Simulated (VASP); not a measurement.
OSZICAR of a VASP run on Mo$_{3}$Si (A15):

File OSZICAR:
```
       N       E                     dE             d eps       ncg     rms          rms(c)
DAV:   1     0.117495705881E+04    0.11750E+04   -0.53975E+04  2208   0.168E+03
DAV:   2    -0.357499961008E+02   -0.12107E+04   -0.11828E+04  2333   0.552E+02
DAV:   3    -0.908109247584E+02   -0.55061E+02   -0.53378E+02  2833   0.107E+02
DAV:   4    -0.919674356116E+02   -0.11565E+01   -0.11432E+01  2640   0.129E+01
DAV:   5    -0.919848494983E+02   -0.17414E-01   -0.17388E-01  2587   0.168E+00    0.484E+01
DAV:   6    -0.880865874803E+02    0.38983E+01   -0.13667E+01  2491   0.180E+01    0.133E+01
DAV:   7    -0.877406856284E+02    0.34590E+00   -0.91689E-01  2720   0.442E+00    0.357E+00
DAV:   8    -0.876802653226E+02    0.60420E-01   -0.13614E-01  2448   0.128E+00    0.582E-01
DAV:   9    -0.876791313943E+02    0.11339E-02   -0.70689E-03  2816   0.314E-01    0.330E-01
DAV:  10    -0.876789049178E+02    0.22648E-03   -0.82503E-04  2701   0.187E-01    0.104E-01
DAV:  11    -0.876789143378E+02   -0.94201E-05   -0.21692E-05  2616   0.240E-02    0.262E-02
DAV:  12    -0.876789127961E+02    0.15417E-05   -0.65009E-06  2540   0.149E-02    0.487E-03
DAV:  13    -0.876789128219E+02   -0.25795E-07   -0.18995E-07  1537   0.197E-03
   1 F= -.84143075E+02 E0= -.84142605E+02  d E =-.841431E+02
       N       E                     dE             d eps       ncg     rms          rms(c)
DAV:   1    -0.919682238911E+02   -0.42893E+01   -0.13161E+02  2214   0.796E+01    0.350E+01
DAV:   2    -0.874527593888E+02    0.45155E+01   -0.14437E+01  2214   0.230E+01    0.382E+00
DAV:   3    -0.872334320261E+02    0.21933E+00   -0.15352E+00  2521   0.682E+00    0.528E+00
DAV:   4    -0.872528608373E+02   -0.19429E-01   -0.35355E-01  2338   0.167E+00    0.809E-01
DAV:   5    -0.872449645766E+02    0.78963E-02   -0.35908E-02  2447   0.108E+00    0.590E-01
DAV:   6    -0.872421318306E+02    0.28327E-02   -0.12784E-02  2532   0.353E-01    0.153E-01
DAV:   7    -0.872418497784E+02    0.28205E-03   -0.32845E-03  2619   0.225E-01    0.403E-02
DAV:   8    -0.872418492000E+02    0.57842E-06   -0.48690E-05  2471   0.316E-02    0.302E-02
DAV:   9    -0.872418466858E+02    0.25142E-05   -0.57931E-06  2074   0.733E-03    0.135E-02
DAV:  10    -0.872418462911E+02    0.39465E-06   -0.36146E-06  1952   0.662E-03
   2 F= -.83927602E+02 E0= -.83927171E+02  d E =0.215474E+00
       N       E                     dE             d eps       ncg     rms          rms(c)
DAV:   1    -0.902929343769E+02   -0.30511E+01   -0.73823E+01  2221   0.606E+01    0.195E+01
DAV:   2    -0.877240847620E+02    0.25688E+01   -0.92345E+00  2221   0.176E+01    0.346E+00
DAV:   3    -0.876424368827E+02    0.81648E-01   -0.82944E-01  2544   0.496E+00    0.223E+00
DAV:   4    -0.876445409086E+02   -0.21040E-02   -0.74810E-02  2387   0.854E-01    0.841E-01
DAV:   5    -0.876490448902E+02   -0.45040E-02   -0.20264E-02  2419   0.840E-01    0.782E-01
DAV:   6    -0.876504616859E+02   -0.14168E-02   -0.16953E-03  2606   0.197E-01    0.867E-02
DAV:   7    -0.876504597712E+02    0.19147E-05   -0.86037E-05  2560   0.470E-02    0.305E-02
DAV:   8    -0.876504565080E+02    0.32632E-05   -0.80489E-06  2136   0.956E-03    0.956E-03
DAV:   9    -0.876504561457E+02    0.36231E-06   -0.17895E-06  1667   0.628E-03
   3 F= -.84173623E+02 E0= -.84173006E+02  d E =-.305476E-01
```

Which electronic solver shows in the log?

It is blocked Davidson (ALGO = Normal, or the opening steps of other solvers). The INCAR had ALGO = Normal.

Can the final energy be trusted as converged?

The calculation finished and met its thresholds. It stopped with EDIFF = 1E-6, NELM = 100, NSW = 40 and EDIFFG = -0.02 after 3 ionic steps (LDA (Ceperley-Alder, Perdew-Zunger), plane waves, VASP's LDA PAW potentials (set 64)).

The compound is Mo3Si in the A15 structure. This run relaxes it under an external pressure of 5 GPa. Symmetry was kept, so distortions that lower it aren't found.
